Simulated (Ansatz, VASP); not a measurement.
**Cross-check of Ta (generalised stacking fault on (110) of Ta) between VASP and Ansatz**

Aim: how closely do two programs agree when they are given the same cell, functional and k mesh? The cell is taken from a series of runs on this material, whose earlier steps may have relaxed, scaled, displaced or heated it; both programs get it as it stands.

Program: Ansatz 0.2.0. Level of theory: plane waves, with VASP 6.6.1 beside it; single point at PBE. Results are calculated unless marked as measured.

### 1. Set-up

The cell holds 12 atoms: 12 Ta. Its edges and angles: a = 2.875 Å, b = 2.875 Å, c = 28.180 Å, α = 90.5°, β = 88.5°, γ = 109.5°. It derives from Ta. 48 atoms of Ta, stacked on (1 1 0); one fault a cell: the periodic image above is shifted rigidly by 0.719 A along the in-plane vector of length 2.875 A (1/2<111>); atoms relaxed along the normal alone with the MACE-MP-0b2 potential. Lattice constants are starting values near those of PBE. Folded to one surface cell (a quarter of the atoms). The structure's axis is c.

As a file:

```xyz
12
Lattice="2.8752 0.0000 0.0000 -0.9584 2.7108 0.0000 0.7188 0.0000 28.1711" Properties=species:S:1:pos:R:3 pbc="T T T"
Ta    2.8752    0.0000    5.0438
Ta    0.9584    1.3554    7.3751
Ta    2.8752    0.0000    9.7086
Ta    0.9584    1.3554   12.0553
Ta    2.8752    0.0000   14.3977
Ta    0.9584    1.3554   16.7401
Ta    2.8752    0.0000   19.0834
Ta    0.9584    1.3554   21.4258
Ta    2.8752    0.0000   23.7683
Ta    0.9584    1.3554   26.1149
Ta    2.1564    0.0000    0.2773
Ta    0.2396    1.3554    2.6086
```

### 2. VASP: single point, PBE, pair 1

With cell and atoms fixed, the geometry can't cause a difference; cores, projectors, grids and the points listed under the comparison can.

Lines of VASP's logs that name or quote its potential files are left out, and so is its time.

Contents of INCAR:

```
SYSTEM = Ta
PREC = Accurate
ENCUT = 500
EDIFF = 1E-06
NELM = 120
ISMEAR = -1
SIGMA = 0.1
LREAL = .FALSE.
ALGO = Normal
GGA = PE
NBANDS = 81
LASPH = .TRUE.
LORBIT = 11
LWAVE = .FALSE.
LCHARG = .FALSE.
ISIF = 2
GGA_COMPAT = .FALSE.
KPAR = 2
```

Contents of POSCAR:

```
Ta
1.0
    2.8752000000      0.0000000000      0.0000000000
   -0.9584000000      2.7107700000      0.0000000000
    0.7188000000      0.0000000000     28.1711300000
Ta
12
Direct
    0.9552400000      0.0000000000      0.1790400000
    0.4345500000      0.5000000000      0.2617950000
    0.9138450000      0.0000000000      0.3446300000
    0.3930250000      0.5000000000      0.4279300000
    0.8722200000      0.0000000000      0.5110800000
    0.3514450000      0.5000000000      0.5942300000
    0.8306450000      0.0000000000      0.6774100000
    0.3098700000      0.5000000000      0.7605600000
    0.7890650000      0.0000000000      0.8437100000
    0.2682450000      0.5000000000      0.9270100000
    0.7475400000      0.0000000000      0.0098450000
    0.2268500000      0.5000000000      0.0926000000
```

Contents of KPOINTS:

```
Automatic mesh
0
Gamma
10 10 1
0 0 0
```

The projector-augmented-wave data sets are Ta_pv (PBE family, release 64).

Run with:

```
$ mpirun -np 2 vasp_std
```

Numbers of over 12 decimals in the logs are rounded to 6 here.

The program printed:

```text
[banner, memory and clock lines left out]
running    2 mpi-ranks, on    1 nodes
 distrk:  each k-point on    1 cores,    2 groups
 distr:  one band on    1 cores,    1 groups

 POSCAR found type information on POSCAR Ta
 POSCAR found :  1 types and      12 ions
 LDA part: xc-table for (Slater+PW92), standard interpolation
 POSCAR, INCAR and KPOINTS ok, starting setup
 FFT: planning ... GRIDC
 FFT: planning ... GRID_SOFT
 FFT: planning ... GRID
 WAVECAR not read
 entering main loop
       N       E                     dE             d eps       ncg     rms          rms(c)
DAV:   1     0.141658633520E+04    0.14166E+04   -0.70636E+04  8432   0.166E+03
DAV:   2    -0.689033539405E+02   -0.14855E+04   -0.14445E+04  8966   0.513E+02
DAV:   3    -0.144895462474E+03   -0.75992E+02   -0.71418E+02 10481   0.989E+01
DAV:   4    -0.147387971809E+03   -0.24925E+01   -0.24337E+01  9960   0.156E+01
DAV:   5    -0.147478723378E+03   -0.90752E-01   -0.90352E-01 10848   0.243E+00    0.456E+01
DAV:   6    -0.149013087359E+03   -0.15344E+01   -0.30593E+01 10960   0.275E+01    0.251E+01
DAV:   7    -0.536751585326E+03   -0.38774E+03   -0.32941E+03 13026   0.116E+02    0.791E+01
DAV:   8    -0.202370849571E+03    0.33438E+03   -0.44129E+02 10504   0.487E+01    0.329E+01
DAV:   9    -0.136948183699E+03    0.65423E+02   -0.28143E+02 11655   0.233E+01    0.132E+01
DAV:  10    -0.141792642692E+03   -0.48445E+01   -0.12743E+02 10871   0.209E+01    0.566E+00
DAV:  11    -0.141987077237E+03   -0.19443E+00   -0.17219E+01 10552   0.123E+01    0.378E+00
DAV:  12    -0.141881770591E+03    0.10531E+00   -0.42557E+00 10416   0.657E+00    0.346E+00
DAV:  13    -0.141922090659E+03   -0.40320E-01   -0.32896E-01 10280   0.237E+00    0.319E+00
DAV:  14    -0.141883611709E+03    0.38479E-01   -0.74455E-02 10128   0.131E+00    0.248E+00
[...]
DAV:  20    -0.141776886364E+03    0.31053E-03   -0.42904E-03  9688   0.240E-01    0.216E-01
DAV:  21    -0.141777106241E+03   -0.21988E-03   -0.34874E-04 10376   0.814E-02    0.234E-01
DAV:  22    -0.141776619177E+03    0.48706E-03   -0.56020E-04 10272   0.104E-01    0.152E-01
DAV:  23    -0.141776346816E+03    0.27236E-03   -0.94816E-04 10808   0.148E-01    0.389E-02
DAV:  24    -0.141776350733E+03   -0.39170E-05   -0.92254E-05  9760   0.370E-02    0.269E-02
DAV:  25    -0.141776355498E+03   -0.47659E-05   -0.11602E-05  9280   0.135E-02    0.269E-02
DAV:  26    -0.141776346154E+03    0.93447E-05   -0.65266E-05 10896   0.424E-02    0.741E-03
DAV:  27    -0.141776345535E+03    0.61888E-06   -0.78416E-06  7664   0.939E-03
   1 F= -.14177635E+03 E0= -.14152206E+03  d E =-.508566E+00
```

OUTCAR, selected parts (step 2):

```text
ion  position               nearest neighbor table
   1  0.955  0.000  0.179-  12 2.80   2 2.86   2 2.86  12 3.03  12 3.25   2 3.31   2 3.31
   2  0.435  0.500  0.262-   1 2.86   1 2.86   3 2.86   3 2.86   1 3.31   1 3.31   3 3.31   3 3.31

  LATTYP: Found a triclinic cell.
 ALAT       =     2.8752000000
 B/A-ratio  =     1.0000017850
 C/A-ratio  =     9.8011612315
 COS(alpha) =     0.0085023787
 COS(beta)  =     0.0255071817
 COS(gamma) =     0.3333327383

 Subroutine GETGRP returns: Found  2 space group operations
 (whereof  1 operations were pure point group operations)

The static configuration has the point symmetry C_1 .
 The point group associated with its full space group is S_2 .

 Found     52 irreducible k-points:

   k-points           NKPTS =     52   k-points in BZ     NKDIM =     52   number of bands    NBANDS=     81

   dimension x,y,z NGX =    24 NGY =   24 NGZ =  210
   dimension x,y,z NGXF=    48 NGYF=   48 NGZF=  420

   ENCUT  =  500.0 eV  36.75 Ry    6.06 a.u.   5.24  5.24 51.38*2*pi/ulx,y,z

   NELECT =     132.0000    total number of electrons

 k-points in reciprocal lattice and weights: Automatic mesh
   0.00000000  0.00000000  0.00000000       0.010
   0.10000000  0.00000000  0.00000000       0.020
   0.20000000  0.00000000  0.00000000       0.020
   0.30000000 -0.00000000  0.00000000       0.020
   0.40000000  0.00000000  0.00000000       0.020
   0.50000000 -0.00000000  0.00000000       0.010
   0.00000000  0.10000000  0.00000000       0.020
   0.10000000  0.10000000  0.00000000       0.020
   0.20000000  0.10000000  0.00000000       0.020
[...]
0.40000000  0.50000000  0.00000000       0.020
   0.50000000  0.50000000  0.00000000       0.010

 average (electrostatic) potential at core
       1 -36.7339       2 -36.6100       3 -36.5878       4 -36.5964       5 -36.5927
       6 -36.5943       7 -36.5943       8 -36.5927       9 -36.5964      10 -36.5878
      11 -36.6100      12 -36.7339

 E-fermi :   5.3916

 k-point     1 :       0.0000    0.0000    0.0000
  band No.  band energies     occupation
    ...
     57       5.3128      1.37481
     58       5.3186      1.34961
     59       5.3490      1.20970
     60       5.4002      0.95715
     61       5.4951      0.52420
     62       5.6369      0.15849
     63       5.7630      0.04760
     64       5.8117      0.02953
     65       5.9364      0.00858
     66       6.0187      0.00377
    ...

 k-point     2 :       0.1000    0.0000    0.0000
  band No.  band energies     occupation
    ...
     58       5.0624      1.92831
     59       5.0863      1.90985
     60       5.2428      1.63141
     61       5.3908      1.00398
     62       5.4147      0.88490
     63       5.5354      0.38368
     64       5.7053      0.08323
     65       5.7551      0.05141
     66       5.7785      0.04091
     67       5.7976      0.03392
    ...

 k-point     3 :       0.2000    0.0000    0.0000
  band No.  band energies     occupation
    ...
     64       5.1532      1.83112
     65       5.2556      1.59160
     66       5.2732      1.53113
     67       5.3527      1.19222
     68       5.4070      0.92305
     69       5.5108      0.46576
     70       5.5426      0.36196
     71       5.5814      0.26063
     72       6.0056      0.00430
     73       7.3165      0.00000
    ...

  Total        0.6829772      1.5015501      1.5417259     -0.3041674     -0.0597945     -0.6438501
  in kB        4.9836988     10.9568425     11.2500061     -2.2195160     -0.4363215     -4.6981876
  external PRESSURE =       9.0635158 kB  Pullay stress =       0.0000000 kB

  energy-cutoff  :      500.00
  volume of cell :      219.57
      direct lattice vectors                 reciprocal lattice vectors
     2.875200000  0.000000000  0.000000000     0.347801892  0.122966291 -0.008874333
    -0.958400000  2.710770000  0.000000000     0.000000000  0.368898874  0.000000000
     0.718800000  0.000000000 28.171130000     0.000000000  0.000000000  0.035497334

 POSITION                                       TOTAL-FORCE (eV/Angst)
 -----------------------------------------------------------------------------------
      2.87520      0.00000      5.04376        -0.435715     -0.250660      0.002188
      0.95840      1.35539      7.37506         0.085024      0.105744      0.003517
      2.87521      0.00000      9.70862        -0.011397     -0.030414      0.000083
      0.95842      1.35539     12.05527        -0.002677      0.008418      0.000134
      2.87517      0.00000     14.39770        -0.008354     -0.002162      0.000609
      0.95841      1.35539     16.74013         0.007258      0.006324      0.002070
      2.87519      0.00000     19.08341        -0.007258     -0.006324     -0.002070
      0.95843      1.35539     21.42583         0.008354      0.002162     -0.000609
      2.87518      0.00000     23.76826         0.002677     -0.008418     -0.000134
      0.95839      1.35539     26.11492         0.011397      0.030414     -0.000083
      2.15640      0.00000      0.27734        -0.085024     -0.105744     -0.003517
      0.23960      1.35539      2.60865         0.435715      0.250660     -0.002188
 -----------------------------------------------------------------------------------
    total drift:                               -0.000035      0.000005      0.000010

  FREE ENERGIE OF THE ION-ELECTRON SYSTEM (eV)
  ---------------------------------------------------
  free  energy   TOTEN  =      -141.7763455347 eV

  energy  without entropy=     -141.2677793668  energy(sigma->0) =     -141.52206245

 total charge
# of ion       s       p       d       tot
------------------------------------------
    1        0.372   6.162   2.366   8.900
    2        0.369   6.170   2.375   8.914
    3        0.368   6.170   2.371   8.909
    4        0.368   6.170   2.366   8.904
    5        0.369   6.170   2.367   8.906
    6        0.369   6.170   2.367   8.906
    7        0.369   6.170   2.367   8.906
    8        0.369   6.170   2.367   8.906
    9        0.368   6.170   2.366   8.904
   10        0.368   6.170   2.371   8.909
   11        0.369   6.170   2.375   8.914
   12        0.372   6.162   2.366   8.900
--------------------------------------------------
tot          4.430  74.023  28.425 106.878

[... 3 further parts left out ...]
```

The run ends at a pressure of 0.91 GPa, with forces up to 0.50 eV/Å.

### 3. Ansatz: single point, PBE, pair 1

Ansatz runs on its default PAW (the set named soft_2) files.

The same cell, functional, mesh and smearing now go to Ansatz, which takes its cutoff from its data sets.

Contents of input.yaml:

```yaml
crystal:
  lattice:
    - [2.8752, 0.0, 0.0]
    - [-0.9584, 2.71077, 0.0]
    - [0.7188, 0.0, 28.17113]
  atoms:
    - { symbol: Ta, position: [0.95524, 0.0, 0.17904] }
    - { symbol: Ta, position: [0.43455, 0.5, 0.2618] }
    - { symbol: Ta, position: [0.91384, 0.0, 0.34463] }
    - { symbol: Ta, position: [0.39302, 0.5, 0.42793] }
    - { symbol: Ta, position: [0.87222, 0.0, 0.51108] }
    - { symbol: Ta, position: [0.35144, 0.5, 0.59423] }
    - { symbol: Ta, position: [0.83064, 0.0, 0.67741] }
    - { symbol: Ta, position: [0.30987, 0.5, 0.76056] }
    - { symbol: Ta, position: [0.78906, 0.0, 0.84371] }
    - { symbol: Ta, position: [0.26824, 0.5, 0.92701] }
    - { symbol: Ta, position: [0.74754, 0.0, 0.00985] }
    - { symbol: Ta, position: [0.22685, 0.5, 0.0926] }
kpoints:
  mp_grid: { grid: [10, 10, 1] }
hamiltonian:
  xc: pbe
scf:
  occupations: { method: fermi_dirac, width: 0.1 }
output:
  forces: true
  stress: true
  populations: true
  dos:
    method: { smearing: { sigma: 0.08 } }
    de: 0.1
    projected: { site_lists: { Ta: [Ta] } }
  eigenvalues: true
  write_density: true
  write_potential: true
  volumetric_format: npy
```

Run with:

```
$ ansatz run input.yaml --threads 5 --pin off --max-ram 81920MiB --backend cuda --events-out ev --progress --plain --runs-dir out
```

The program printed:

```text
Warning: the atoms were moved onto the symmetric positions of the space group found under crystal.symmetry.tolerance 1.0e-5 (fractional; no operation is sought that the atoms, as they stand in a round, miss by more than twice it, and no atom is moved by as much as it), and the run uses the moved positions. Before a round's move an operation carried an atom to 2.36e-4 Å from where it should land, the largest such dist [...]
Engine: ansatz 0.2.0, x86_64-unknown-linux-gnu
Pseudopotentials: kind: paw
Pseudopotential: Ta, paw, valence charge 13, recommended cutoff 420 eV (normal), Ta.paw.azcp
Functional definition: PBE
  parameter kappa = 0.804
  parameter beta = 0.066725
  exchange = pbe_x(kappa = kappa, mu = beta*pi^2/3)
  correlation = pbe_c(beta = beta)
device memory: the entry about to start is reckoned to put 11.1 GiB on a device that reports 72.2 GiB free
GPU FFT provider: cuFFT
GPU libraries: cuBLAS 13.8.2, cuFFT 12.4.0, cuSOLVER 12.3.4
Crystal: 12 atoms, lattice volume = 219.566 Å³
Basis set: ecut = 420 eV, 4305 PW (Γ), exchange–correlation on 40×40×384 points (8 copies of the dense FFT grid, shifted against one another)
Bands: 94, of which v1, the nominal top of the filled ones, is band 78 counted from 1 (77 counted from 0)
Symmetry: 2 space group operations
Space group: P-1 (ITA 2), of the structure as read, at distance tolerance 6.0e-5 Å
k-points: 52 of 100
Non-local potential: Ta, projectors of the file, l = 0: 3, l = 1: 2, l = 2: 2, l = 3: 1
PAW form: soft (Blöchl's): semilocal exchange-correlation on the pseudo side does not see the compensation charge
PAW one-centre angular grid: Ta, 590 points (default); XC on 64 Gauss nodes
Initial density: superposition of atomic densities (neutral atoms: chi_scale 0, normalization atom), corrected by the library's trained network
Initial wavefunctions: pseudopotential atomic-orbital guess
GPU buffer pool allocated for 76800 grid points (all kernels)
GPU transforms: local potential and band sums: pruned to the plane-wave sphere, on 20×20×192
Functional: x = pbe(κ = 0.804, μ = 0.219515), c = pbe(β = 0.066725)
SCF iter   1: F=—  HF=-119187.046924 eV  |F-HF|=—  |Δ(HF+E_count)|=         —  Δρ=3.88e-3  dr2=2.28e0  ethr=1.77e-3  ⟨swp⟩=5.6  Hψ=19637  notcnv=0
preconditioner: auto → Kerker (q_TF=auto, 2.577 Å⁻¹)  [metal: Δε(μ)=0.002 eV  Ē_g=4.178 eV  σ=0.100 eV  W_gap=0.01  n_scr=64 (ndim 8)  ℏωp=19.4 eV  f_vac=0.000  D(μ)=15.31/eV (n_scr^D=170)]
SCF iter   2: F=—  HF=-119187.035998 eV  |F-HF|=—  |Δ(HF+E_count)|=   1.09e-2  Δρ=2.07e-3  dr2=5.38e-1  ethr=1.46e-3  ⟨swp⟩=1.0  Hψ=5670  notcnv=0
SCF iter   3: F=—  HF=-119187.033707 eV  |F-HF|=—  |Δ(HF+E_count)|=   2.29e-3  Δρ=4.07e-4  dr2=5.03e-4  ethr=3.45e-4  ⟨swp⟩=1.0  Hψ=4888  notcnv=0
SCF iter   4: F=—  HF=-119187.032796 eV  |F-HF|=—  |Δ(HF+E_count)|=   9.12e-4  Δρ=5.81e-5  dr2=6.11e-5  ethr=3.22e-7  ⟨swp⟩=2.0  Hψ=6422  notcnv=0
SCF iter   5: F=—  HF=-119187.033641 eV  |F-HF|=—  |Δ(HF+E_count)|=   8.46e-4  Δρ=1.86e-5  dr2=1.01e-6  ethr=3.91e-8  ⟨swp⟩=1.1  Hψ=4891  notcnv=0
SCF iter   6: F=-119187.033641 eV  HF=-119187.033641 eV  |F-HF|=2.14e-8  |Δ(HF+E_count)|=   9.59e-8  Δρ=4.08e-6  dr2=4.35e-8  ethr=6.41e-11  ⟨swp⟩=15.6  Hψ=44593  notcnv=0
SCF 1 converged in 6 iterations: F = -119187.033641 eV  dr2 = 4.35e-8
  greatest PAW one-centre occupation: 0.999 electrons in one spin orbital (limit 2), on the Ta atom at site 10 (counted from 0), in its partial waves of l = 0
SCF converged after 6 iterations
Free energy (F): -119187.033641 eV
Harris-Foulkes:  -119187.033641 eV  (|F-HF|=2.14e-8)
Internal energy: -119186.525523 eV  (E = F + TS)
E sigma→0 (E₀):  -119186.779582 eV
Entropy (-TS):   -0.508118 eV (-42.343 meV/atom)
Fermi energy:    18.342319 eV
--- Per-component energies (eV) ---
  E_band       = -1293.513135
  E_kinetic    = 4388.102566
  E_local      = -6694.183649  (includes V_loc(G=0)·N_el)
  E_nonlocal   = 176.621644
  E_hartree    = 2319.026417
  E_xc         = -2620.266518
  E_vxc        = -2446.892793  (∫ρ·V_xc dr)
  E_paw        = -100759.177644  (= ΣΔE_a)
  E_vpaw       = -1355.204775  (= ΣTr[D̂ρ^β])
  E_aug_tail   = 0.001631  (compensation charges beyond the density's cutoff)
  E_ewald      = -15996.649970
  E_smearing   = -0.508118  (= −TS)
  E_closure    = -0.000000  (closes the sum)
  Σ components = -119187.033641   (vs F -119187.033641, Δ=0.00e0)
--- Forces (eV/Å), atoms counted from 1 ---
  atom   1  Ta    -0.43758336    -0.25054577     0.00256281
  atom   2  Ta     0.08520933     0.10624791     0.00350265
  atom   3  Ta    -0.01150336    -0.03042178    -0.00040511
  atom   4  Ta    -0.00270471     0.00836838    -0.00011260
  atom   5  Ta    -0.00833134    -0.00212904     0.00016813
  atom   6  Ta     0.00726344     0.00626430     0.00189967
  atom   7  Ta    -0.00726344    -0.00626430    -0.00189967
  atom   8  Ta     0.00833134     0.00212904    -0.00016813
  atom   9  Ta     0.00270471    -0.00836838     0.00011260
  atom  10  Ta     0.01150336     0.03042178     0.00040511
  atom  11  Ta    -0.08520933    -0.10624791    -0.00350265
  atom  12  Ta     0.43758336     0.25054577    -0.00256281
  max |Σ_I F_I| component: 4.34e-19 eV/Å
--- Stress (GPa, compression-positive) ---
        0.414252      -0.223895      -0.472298
       -0.223895       1.012304      -0.042148
       -0.472298      -0.042148       1.041818
  P = ⅓ Tr σ = 0.8228 GPa (8.228 kbar)
--- Band table (eV; the first three rows and the last of 52) ---
  k-point 0: bands = [... 74 lower, 18.7139, 18.7623, 18.8868, 18.9693, 19.0030, 19.0426, 19.0697, 19.0977, ... 12 higher]
  k-point 1: bands = [... 74 lower, 18.4446, 18.5847, 18.7032, 18.7473, 18.7913, 18.8348, 18.8779, 18.8960, ... 12 higher]
  k-point 2: bands = [... 74 lower, 18.0386, 18.1581, 18.1697, 18.2043, 18.2900, 18.3628, 18.4403, 18.5196, ... 12 higher]
  k-point 51: bands = [... 74 lower, 18.9619, 19.0209, 19.3013, 19.3756, 19.7795, 19.9381, 20.1295, 20.2302, ... 12 higher]
--- Löwdin populations: 12 sites ---
  site symbol       q [e]
     0     Ta     12.9111
     1     Ta     12.9039
     2     Ta     12.9100
     3     Ta     12.9072
     4     Ta     12.9077
     5     Ta     12.9076
     6     Ta     12.9076
     7     Ta     12.9077
     8     Ta     12.9072
     9     Ta     12.9100
    10     Ta     12.9039
    11     Ta     12.9111
  spilling = 0.007083 (of n_electrons = 156.000000)
```

### 4. Comparison

Known differences besides the potentials themselves: the data sets hold 156 valence electrons in Ansatz (on its default PAW (the set named soft_2) files) and 132 in VASP; the cutoff is 420 eV in Ansatz and 500 eV in VASP. Total energies have different zeros and are not compared.

The two programs side by side:

| quantity | Ansatz | VASP | difference |
| --- | --- | --- | --- |
| pressure (GPa) | 0.82 | 0.91 | -0.08 |

Forces on 7 of the 12 atoms, those with the largest forces and the largest differences (eV/Å; atoms numbered as in POSCAR):

| atom | Ansatz x, y, z | VASP x, y, z |
| --- | --- | --- |
| Ta1 | -0.438, -0.251, 0.003 | -0.436, -0.251, 0.002 |
| Ta2 | 0.085, 0.106, 0.004 | 0.085, 0.106, 0.004 |
| Ta3 | -0.011, -0.030, 0.000 | -0.011, -0.030, 0.000 |
| Ta7 | -0.007, -0.006, -0.002 | -0.007, -0.006, -0.002 |
| Ta10 | 0.011, 0.030, 0.000 | 0.011, 0.030, 0.000 |
| Ta11 | -0.085, -0.106, -0.004 | -0.085, -0.106, -0.004 |
| Ta12 | 0.438, 0.251, -0.003 | 0.436, 0.251, -0.002 |

The forces differ by 0.5 meV/Å r.m.s., which is 0.4 % of the r.m.s. force of 0.123 eV/Å (both taken over all components).

(Continued in part 2 of 2.)

[Lines on the potential files, build, host, timing and source positions are cut from VASP's logs without a mark.]

[Logs are printed without paths, hosts, clocks, repeated set-up lines and the standing remarks that a program may print on its own settings, such as how far it seeks lower states.]

[Hosts, paths, dates, database ids (printed as entryN), source tags and the programs' standing remarks are cut or masked in the printed files.]
